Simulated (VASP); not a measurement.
Consider the following.

```xyz
2
Lattice="2.9445 0.0000 0.0000 0.0000 2.9445 0.0000 0.0000 0.0000 2.9445" Properties=species:S:1:pos:R:3 pbc="T T T"
Ti     0.0000     0.0000     0.0000
Co     1.4723     1.4723     1.4723
```

The numbers are results of MS2 meta-GGA, VASP's PBE PAW potentials (set 64) (plane waves; VASP), not measurements. Settings: 520 eV cut-off, 12×12×12 Γ-centred mesh, first-order Methfessel-Paxton smearing of 0.10 eV, potentials Ti_sv Co.

Task: Give the energy at these volumes per atom, relative to the lowest: 12.00, 12.38, 12.77, 13.15, 13.53 Å³.

Result: 31.0, 7.3, 0.0, 6.8, 25.7 meV/atom. A third-order Birch-Murnaghan fit gives B0 = 196 GPa and B0′ = 3.8.

Measured: bulk modulus 154 GPa (computed value off by +27.5 %), a 2.995 Å (computed value off by -1.7 %), as given by Yamada et al., (2019), arXiv:1910.09660. The calculation is for a static lattice, while the measured bulk modulus, a hold thermal and zero-point effects, which are part of the difference.

The compound is TiCo in the CsCl type structure. It was relaxed first. The run is not spin-polarised, so no magnetic state was tried.
